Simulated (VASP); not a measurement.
```yaml
crystal:
  lattice:
    - [0.00000, 2.69860, 2.69860]
    - [2.69860, 0.00000, 2.69860]
    - [2.69860, 2.69860, 0.00000]
  atoms:
    - { symbol: Cd, position: [0.00000, 0.00000, 0.00000] }
    - { symbol: S, position: [0.50000, 0.50000, 0.50000] }
```

Calculation: PBEsol GGA, VASP's PBE PAW potentials (set 64) (plane waves; VASP 6.6.1). Settings: 400 eV cut-off, 15×15×15 Γ-centred mesh, Gaussian smearing of 0.010 eV, potentials Cd S.

Question: The job: CdS (space group Fm-3m), 2 atoms, PBEsol, DFPT for ε, Born charges and Γ modes, 400 eV, 15×15×15 Γ-centred mesh. Roughly how much core time does it take on a busy server core?

Answer: About 10 core-minutes (one run on a shared machine, a rough figure). It had 120 irreducible k-points, 13 bands, up to 728 plane waves and 130 electronic steps.

The structure comes from a computed database's CdS entry (Fm-3m); how it stands against other phases isn't given here. It was relaxed first, which changed the volume by -6 %.
